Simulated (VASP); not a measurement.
Output of a VASP run:

OUTCAR:
```
 ion  position               nearest neighbor table
   1  0.500  0.000  0.765-   3 2.22   4 2.22   3 2.22   4 2.22   2 3.53   2 3.53   2 3.53   2 3.53
                             2 3.73   2 3.73   2 3.73   2 3.73
   2  0.000  0.500  0.235-   3 2.22   4 2.22   4 2.22   3 2.22   1 3.53   1 3.53   1 3.53   1 3.53
                             1 3.73   1 3.73   1 3.73   1 3.73
   3  0.500  0.500  0.000-   1 2.22   2 2.22   1 2.22   2 2.22
   4  0.000  0.000  0.000-   1 2.22   2 2.22   2 2.22   1 2.22
  LATTYP: Found a simple tetragonal cell.
 ALAT       =     3.8096884566
 C/A-ratio  =     1.2775683361
 Subroutine PRICEL returns:
 Original cell was already a primitive cell.
 Subroutine GETGRP returns: Found 16 space group operations
The static configuration has the point symmetry D_2d.
 The point group associated with its full space group is D_4h.
The dynamic configuration has the point symmetry D_2d.
 Subroutine INISYM returns: Found 16 space group operations
 Subroutine IBZKPT returns following result:
 Found     30 irreducible k-points:

 Following reciprocal coordinates:
            Coordinates               Weight
  0.000000  0.000000  0.000000      1.000000
  0.166667  0.000000  0.000000      4.000000
  0.333333  0.000000  0.000000      4.000000
  0.500000  0.000000  0.000000      2.000000
  0.166667  0.166667  0.000000      4.000000
  0.333333  0.166667  0.000000      8.000000
  0.500000  0.166667  0.000000      4.000000
  0.333333  0.333333  0.000000      4.000000
  0.500000  0.333333  0.000000      4.000000
  0.500000  0.500000  0.000000      1.000000
  0.000000  0.000000  0.250000      2.000000
  0.166667  0.000000  0.250000      8.000000
  0.333333  0.000000  0.250000      8.000000
  0.500000  0.000000  0.250000      4.000000
  0.166667  0.166667  0.250000      8.000000
  0.333333  0.166667  0.250000     16.000000
  0.500000  0.166667  0.250000      8.000000
  0.333333  0.333333  0.250000      8.000000
  0.500000  0.333333  0.250000      8.000000
  0.500000  0.500000  0.250000      2.000000
  0.000000  0.000000  0.500000      1.000000
  0.166667  0.000000  0.500000      4.000000
  0.333333  0.000000  0.500000      4.000000
  0.500000  0.000000  0.500000      2.000000
  0.166667  0.166667  0.500000      4.000000
  0.333333  0.166667  0.500000      8.000000
  0.500000  0.166667  0.500000      4.000000
  0.333333  0.333333  0.500000      4.000000
  0.500000  0.333333  0.500000      4.000000
  0.500000  0.500000  0.500000      1.000000
   k-points           NKPTS =     30   k-points in BZ     NKDIM =     30   number of bands    NBANDS=     24
   number of dos      NEDOS =    301   number of ions     NIONS =      4
   total plane-waves  NPLWV =  36000
   dimension x,y,z NGX =    30 NGY =   30 NGZ =   40
   dimension x,y,z NGXF=    60 NGYF=   60 NGZF=   80
   ions per type =               2   2
   PREC   = accura    normal or accurate (medium, high low for compatibility)
   ISTART =      0    job   : 0-new  1-cont  2-samecut
   ICHARG =      2    charge: 1-file 2-atom 10-const
   ISPIN  =      1    spin polarized calculation?
   LNONCOLLINEAR =      F non collinear calculations
   LSORBIT =      F    spin-orbit coupling
   INIWAV =      1    electr: 0-lowe 1-rand  2-diag
   ENCUT  =  600.0 eV  44.10 Ry    6.64 a.u.   7.61  7.61  9.72*2*pi/ulx,y,z
   NELM   =    100;   NELMIN=  2; NELMDL= -5     # of ELM steps
   EDIFF  = 0.1E-06   stopping-criterion for ELM
   LREAL  =      F    real-space projection
   NLSPLINE    = F    spline interpolate recip. space projectors
   LMAXMIX     =    4 max onsite mixed and CHGCAR
   VOSKOWN=      0    Vosko Wilk Nusair interpolation
   EDIFFG = -.1E-01   stopping-criterion for IOM
   NSW    =     30    number of steps for IOM
   NBLOCK =      1;   KBLOCK =     30    inner block; outer block
   IBRION =      2    ionic relax: 0-MD 1-quasi-New 2-CG
   NFREE  =      1    steps in history (QN), initial steepest desc. (CG)
   ISIF   =      2    stress and relaxation
   ISYM   =      2    0-nonsym 1-usesym 2-fastsym
   TEIN   =    0.0    initial temperature
...
```

OSZICAR:
```
       N       E                     dE             d eps       ncg     rms          rms(c)
DAV:   1     0.378891798116E+03    0.37889E+03   -0.22952E+04  1448   0.283E+03
DAV:   2    -0.180366654635E+02   -0.39693E+03   -0.39054E+03  1552   0.628E+02
DAV:   3    -0.767670662412E+02   -0.58730E+02   -0.58121E+02  1744   0.204E+02
DAV:   4    -0.790710642968E+02   -0.23040E+01   -0.23023E+01  1624   0.451E+01
DAV:   5    -0.791378138305E+02   -0.66750E-01   -0.66740E-01  1912   0.764E+00    0.111E+01
DAV:   6    -0.686186617656E+02    0.10519E+02   -0.16061E+01  2240   0.555E+01    0.410E+00
DAV:   7    -0.662846794035E+02    0.23340E+01   -0.24026E+00  1592   0.112E+01    0.253E+00
DAV:   8    -0.695761621103E+02   -0.32915E+01   -0.13817E+00  1584   0.120E+01    0.983E-01
DAV:   9    -0.667410593978E+02    0.28351E+01   -0.61283E-01  1480   0.648E+00    0.427E-01
DAV:  10    -0.668958711600E+02   -0.15481E+00   -0.15975E-01  1560   0.337E+00    0.329E-01
DAV:  11    -0.668552859982E+02    0.40585E-01   -0.36989E-02  1616   0.166E+00    0.200E-01
DAV:  12    -0.669054505202E+02   -0.50165E-01   -0.22052E-02  1760   0.132E+00    0.809E-02
DAV:  13    -0.669088687715E+02   -0.34183E-02   -0.47744E-03  2032   0.817E-01    0.502E-02
DAV:  14    -0.669094165541E+02   -0.54778E-03   -0.92587E-04  2104   0.288E-01    0.205E-02
DAV:  15    -0.669098432832E+02   -0.42673E-03   -0.15670E-04  1704   0.122E-01    0.183E-02
DAV:  16    -0.669098776501E+02   -0.34367E-04   -0.22963E-04  1904   0.163E-01    0.386E-03
DAV:  17    -0.669099611844E+02   -0.83534E-04   -0.38472E-05  1520   0.583E-02    0.301E-03
DAV:  18    -0.669099606161E+02    0.56830E-06   -0.12480E-06  1776   0.118E-02    0.194E-03
DAV:  19    -0.669099747359E+02   -0.14120E-04   -0.99107E-06  1824   0.344E-02    0.212E-03
DAV:  20    -0.669099750456E+02   -0.30971E-06   -0.47119E-07  1768   0.632E-03    0.160E-03
DAV:  21    -0.669099751170E+02   -0.71333E-07   -0.38531E-08   888   0.203E-03
   1 F= -.66909975E+02 E0= -.66909975E+02  d E =-.669100E+02
       N       E                     dE             d eps       ncg     rms          rms(c)
DAV:   1    -0.669086119188E+02    0.13631E-02   -0.84727E-01  1712   0.577E+00    0.218E-01
DAV:   2    -0.669113819922E+02   -0.27701E-02   -0.24995E-02  2128   0.136E+00    0.712E-02
DAV:   3    -0.669117342509E+02   -0.35226E-03   -0.10725E-03  1544   0.279E-01    0.479E-02
DAV:   4    -0.669116900867E+02    0.44164E-04   -0.20790E-04  1688   0.130E-01    0.208E-02
DAV:   5    -0.669117249164E+02   -0.34830E-04   -0.16046E-04  1624   0.113E-01    0.761E-03
DAV:   6    -0.669117484637E+02   -0.23547E-04   -0.45273E-05  1464   0.632E-02    0.432E-03
DAV:   7    -0.669117523344E+02   -0.38707E-05   -0.38023E-06  1640   0.204E-02    0.278E-03
DAV:   8    -0.669117524177E+02   -0.83229E-07   -0.19873E-06  1384   0.134E-02    0.103E-03
DAV:   9    -0.669117526445E+02   -0.22687E-06   -0.63953E-07  1328   0.827E-03    0.601E-04
DAV:  10    -0.669117526681E+02   -0.23520E-07   -0.43623E-08  1040   0.216E-03
   2 F= -.66911753E+02 E0= -.66911752E+02  d E =-.177755E-02
```

OUTCAR:
```
------------------------ aborting loop because EDIFF is reached ----------------------------------------
  FORCE on cell =-STRESS in cart. coord.  units (eV):
  Direction    XX          YY          ZZ          XY          YZ          ZX
  --------------------------------------------------------------------------------------
  Total        0.1130510      0.1130510      0.1141090      0.0000000      0.0000000      0.0000000
  in kB        2.5640844      2.5640844      2.5880806      0.0000000      0.0000000      0.0000000
  external PRESSURE =       2.5720832 kB  Pullay stress =       0.0000000 kB
  volume of cell :       70.64
      direct lattice vectors                 reciprocal lattice vectors
     3.809688457  0.000000000  0.000000000     0.262488655  0.000000000  0.000000000
     0.000000000  3.809688457  0.000000000     0.000000000  0.262488655  0.000000000
     0.000000000  0.000000000  4.867137342     0.000000000  0.000000000  0.205459581
 POSITION                                       TOTAL-FORCE (eV/Angst)
 -----------------------------------------------------------------------------------
      1.90484      0.00000      3.71616         0.000000      0.000000     -0.001545
      0.00000      1.90484      1.15098        -0.000000      0.000000      0.001545
      1.90484      1.90484      0.00000         0.000000     -0.000000      0.000000
      0.00000      0.00000      0.00000         0.000000      0.000000      0.000000
 -----------------------------------------------------------------------------------
    total drift:                                0.000000      0.000000      0.000000
  FREE ENERGIE OF THE ION-ELECTRON SYSTEM (eV)
  ---------------------------------------------------
  free  energy   TOTEN  =       -66.9117526681 eV

  energy  without entropy=      -66.9117505276  energy(sigma->0) =      -66.91175160

 reached required accuracy - stopping structural energy minimisation
```
(Selected blocks of OUTCAR.)

POSCAR:
```
SnO
1
    3.8096884566     0.0000000000     0.0000000000
    0.0000000000     3.8096884566     0.0000000000
    0.0000000000     0.0000000000     4.8671373424
Sn O
2 2
Direct
  0.5000000000   0.0000000000   0.7654190323
  0.0000000000   0.5000000000   0.2345809677
  0.5000000000   0.5000000000   0.0000000000
  0.0000000000   0.0000000000   0.0000000000
```

Q: Write an INCAR and KPOINTS that could have produced this output.

A: One answer among several that fit: the input of the run itself, r2SCAN meta-GGA, plane waves, VASP's PBE PAW potentials (set 64).

KPOINTS:
```
Automatic mesh
0
Gamma
6 6 4
0 0 0
```

### INCAR
```
SYSTEM  =  SnO
PREC  =  Accurate; ENCUT  =  600; LREAL  =  F
LASPH  =  T
EDIFF  =  1E-7; NELM  =  100; ALGO  =  Normal
LMAXMIX  =  4; LMIXTAU  =  T
ISMEAR  =  0; SIGMA  =  0.05
METAGGA  =  R2SCAN
IBRION  =  2; NSW  =  30; ISIF  =  2
EDIFFG  =  -0.01
LWAVE  =  F; LCHARG  =  F
```

POTCAR, in this order: Sn_d O (PBE.64 set). Program: vasp_std.

The compound is SnO in the litharge structure. This cell was strained or had an atom moved on purpose. Symmetry was kept, so distortions that lower it aren't found.
